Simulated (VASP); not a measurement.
These are optB86b-vdW, VASP's PBE PAW potentials (set 64) (plane waves; VASP) values and carry that method's errors.

VASP ran on this input.

**KPOINTS**
```
kpoints
0
gamma
  11 11 6
```

POSCAR:
```
Tm
1
    1.7700000000    -3.0657300000     0.0000000000
    1.7700000000     3.0657300000     0.0000000000
    0.0000000000     0.0000000000     5.5500000000
Tm
2
Direct
  0.3333330000   0.6666670000   0.2500000000
  0.6666670000   0.3333330000   0.7500000000
```

### INCAR
```
AGGAC = 0.0
ALGO = Normal
EDIFF = 1E-6
EDIFFG = -0.01
ENCUT = 520
GGA = MK
IBRION = 2
ISIF = 3
ISMEAR = 1
LASPH = .TRUE.
LCHARG = .FALSE.
LMAXMIX = 6
LREAL = .FALSE.
LUSE_VDW = .TRUE.
LWAVE = .FALSE.
NELM = 100
NSW = 60
PARAM1 = 0.1234
PARAM2 = 1.0
PREC = Accurate
SIGMA = 0.1
SYSTEM = Tm
```

POTCAR, in this order: Tm_3 (PBE.64 set). Program: vasp_std.

What VASP printed:

### OSZICAR
```
       N       E                     dE             d eps       ncg     rms          rms(c)
DAV:   1     0.721844480226E+02    0.72184E+02   -0.84628E+03  1664   0.131E+03
DAV:   2     0.620911506198E+00   -0.71564E+02   -0.70446E+02  1692   0.409E+02
DAV:   3    -0.388192831544E+01   -0.45028E+01   -0.42392E+01  2691   0.628E+01
DAV:   4    -0.400118668905E+01   -0.11926E+00   -0.11546E+00  2639   0.854E+00
DAV:   5    -0.400275766521E+01   -0.15710E-02   -0.15705E-02  2413   0.864E-01    0.234E+01
DAV:   6    -0.401057553767E+01   -0.78179E-02   -0.29037E-02  2618   0.199E+00    0.139E+01
DAV:   7    -0.402690653060E+01   -0.16331E-01   -0.56204E-02  2505   0.275E+00    0.367E-01
DAV:   8    -0.402687133424E+01    0.35196E-04   -0.33846E-03  2157   0.518E-01    0.637E-02
DAV:   9    -0.402691415230E+01   -0.42818E-04   -0.21667E-04  2653   0.153E-01    0.295E-02
DAV:  10    -0.402691289815E+01    0.12541E-05   -0.33356E-05  2383   0.543E-02    0.458E-02
DAV:  11    -0.402691328774E+01   -0.38959E-06   -0.45350E-06  1869   0.200E-02
   1 F= -.40269133E+01 E0= -.40277673E+01  d E =-.402691E+01
       N       E                     dE             d eps       ncg     rms          rms(c)
DAV:   1    -0.414107760529E+01   -0.11416E+00   -0.22269E+00  1728   0.179E+01    0.212E+00
DAV:   2    -0.407215588831E+01    0.68922E-01   -0.19093E-01  1999   0.524E+00    0.942E-01
DAV:   3    -0.403739567445E+01    0.34760E-01   -0.68935E-02  2480   0.287E+00    0.342E-01
DAV:   4    -0.403722199050E+01    0.17368E-03   -0.42186E-03  2295   0.665E-01    0.251E-01
DAV:   5    -0.403740074119E+01   -0.17875E-03   -0.65115E-04  2249   0.256E-01    0.186E-02
DAV:   6    -0.403739184776E+01    0.88934E-05   -0.38947E-05  2636   0.577E-02    0.973E-03
DAV:   7    -0.403738799661E+01    0.38512E-05   -0.30473E-06  1528   0.156E-02    0.109E-03
DAV:   8    -0.403738781999E+01    0.17662E-06   -0.22544E-07   967   0.724E-03
   2 F= -.40373878E+01 E0= -.40383461E+01  d E =-.104745E-01
       N       E                     dE             d eps       ncg     rms          rms(c)
DAV:   1    -0.403987459878E+01   -0.24866E-02   -0.46178E-02  1736   0.258E+00    0.310E-01
DAV:   2    -0.403844061254E+01    0.14340E-02   -0.39979E-03  1999   0.777E-01    0.136E-01
DAV:   3    -0.403771810745E+01    0.72251E-03   -0.14245E-03  2472   0.411E-01    0.472E-02
DAV:   4    -0.403771233557E+01    0.57719E-05   -0.89986E-05  2358   0.981E-02    0.348E-02
DAV:   5    -0.403771496915E+01   -0.26336E-05   -0.13341E-05  2284   0.360E-02    0.262E-03
DAV:   6    -0.403771495623E+01    0.12915E-07   -0.51025E-07   882   0.808E-03
   3 F= -.40377150E+01 E0= -.40386252E+01  d E =-.108017E-01
       N       E                     dE             d eps       ncg     rms          rms(c)
DAV:   1    -0.403774269255E+01   -0.27723E-04   -0.63850E-04  1680   0.307E-01    0.377E-02
DAV:   2    -0.403772252619E+01    0.20166E-04   -0.58505E-05  2004   0.963E-02    0.165E-02
DAV:   3    -0.403771217458E+01    0.10352E-04   -0.19526E-05  2493   0.481E-02    0.542E-03
DAV:   4    -0.403771198353E+01    0.19105E-06   -0.10044E-06   887   0.121E-02
   4 F= -.40377120E+01 E0= -.40386172E+01  d E =-.107987E-01
       N       E                     dE             d eps       ncg     rms          rms(c)
DAV:   1    -0.403949770600E+01   -0.17855E-02   -0.56145E-02  1749   0.189E+00    0.186E-01
DAV:   2    -0.403873597062E+01    0.76174E-03   -0.21030E-03  2550   0.634E-01    0.108E-01
DAV:   3    -0.403831063403E+01    0.42534E-03   -0.47500E-04  2534   0.214E-01    0.483E-02
DAV:   4    -0.403831291605E+01   -0.22820E-05   -0.79287E-05  2399   0.729E-02    0.233E-02
DAV:   5    -0.403831272902E+01    0.18703E-06   -0.22997E-06  1231   0.172E-02
   5 F= -.40383127E+01 E0= -.40392499E+01  d E =-.600745E-03
       N       E                     dE             d eps       ncg     rms          rms(c)
DAV:   1    -0.403900502514E+01   -0.69211E-03   -0.27941E-02  1744   0.133E+00    0.132E-01
DAV:   2    -0.403862843285E+01    0.37659E-03   -0.10442E-03  2560   0.447E-01    0.754E-02
DAV:   3    -0.403841712766E+01    0.21131E-03   -0.23796E-04  2542   0.151E-01    0.321E-02
DAV:   4    -0.403841824702E+01   -0.11194E-05   -0.39397E-05  2364   0.514E-02    0.157E-02
DAV:   5    -0.403841813169E+01    0.11533E-06   -0.93156E-07   962   0.120E-02
   6 F= -.40384181E+01 E0= -.40393791E+01  d E =-.706148E-03
```

OUTCAR:
```
------------------------ aborting loop because EDIFF is reached ----------------------------------------
  FORCE on cell =-STRESS in cart. coord.  units (eV):
  Direction    XX          YY          ZZ          XY          YZ          ZX
  --------------------------------------------------------------------------------------
  Total       -0.0117454     -0.0117455     -0.0037850      0.0000000      0.0000000      0.0000000
  in kB       -0.3231815     -0.3231816     -0.1041455      0.0000000      0.0000000      0.0000000
  external PRESSURE =      -0.2501695 kB  Pullay stress =       0.0000000 kB
  volume of cell :       58.23
      direct lattice vectors                 reciprocal lattice vectors
     1.759351678 -3.047286565  0.000000000     0.284195597 -0.164080401  0.000000000
     1.759351678  3.047286565 -0.000000000     0.284195597  0.164080401  0.000000000
    -0.000000000  0.000000000  5.430473825     0.000000000  0.000000000  0.184145994
 POSITION                                       TOTAL-FORCE (eV/Angst)
 -----------------------------------------------------------------------------------
      1.75935      1.01576      1.35762         0.000000      0.000000      0.000000
      1.75935     -1.01576      4.07286        -0.000000     -0.000000      0.000000
 -----------------------------------------------------------------------------------
    total drift:                               -0.000001      0.000069     -0.000012
  FREE ENERGIE OF THE ION-ELECTRON SYSTEM (eV)
  ---------------------------------------------------
  free  energy   TOTEN  =        -4.0384181317 eV

  energy  without entropy=       -4.0413010570  energy(sigma->0) =       -4.03937911

 reached required accuracy - stopping structural energy minimisation
```
(Selected blocks of OUTCAR.)

### CONTCAR
```
Tm
   1.00000000000000
     1.7593516783117462   -3.0472865645315688    0.0000000000000000
     1.7593516783117462    3.0472865645315688   -0.0000000000000000
    -0.0000000000000000    0.0000000000000000    5.4304738249188667
  Tm
     2
Direct
     0.3333330000000032    0.6666669999999968    0.2500000000000000
     0.6666669999999968    0.3333330000000032    0.7500000000000000
```

The 4f electrons are frozen in the core of the lanthanide potential, so 4f levels, which can set the real gap, and their magnetism are missing. Energy and stress use the plane-wave basis of the starting cell.

The compound is Tm in the hcp structure. This run relaxes it. Symmetry was kept, so distortions that lower it aren't found.
